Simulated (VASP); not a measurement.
```
SrTe
1.0
    4.32900     0.00000     0.00000
    0.00000     4.32900     0.00000
    0.00000     0.00000     4.32900
Sr Te
1 1
Direct
  0.00000   0.00000   0.00000
  0.50000   0.50000   0.50000
```

Level of theory: PBEsol GGA, VASP's PBE PAW potentials (set 64) (plane waves; VASP). Numerical set-up: 400 eV cut-off, 6×6×6 Γ-centred mesh, Gaussian smearing of 0.050 eV, potentials Sr_sv Te.

Energy and stress use the plane-wave basis of the starting cell.

Task: The ions, cell shape and volume are relaxed. Give the cell that the relaxation ends in.

Result: 
```
SrTe
1.0
    4.02329     0.00000     0.00000
    0.00000     4.02329     0.00000
    0.00000     0.00000     4.02329
Sr Te
1 1
Direct
  0.00000   0.00000   0.00000
  0.50000   0.50000   0.50000
```
Space group Pm-3m (221), at a tolerance of 0.03 Å.

Task: How do energy and volume change from the first to the last step?

Result: The energy (σ→0) changes by -165.7 meV/atom and the volume by -19.7 %, in 3 ionic steps.

| step | E(σ→0) (eV) | max force (eV/Å) | pressure (GPa) | volume (Å³) |
|---|---|---|---|---|
| 1 | -8.0730 | 0.000 | -5.43 | 81.13 |
| 2 | -8.4027 | 0.000 | -0.56 | 66.02 |
| 3 | -8.4044 | 0.000 | -0.04 | 65.12 |

The structure was generated: SrTe was put into the CsCl type type (Pm-3m), which need not be its known phase. This run relaxes it. Symmetry was kept, so distortions that lower it aren't found.
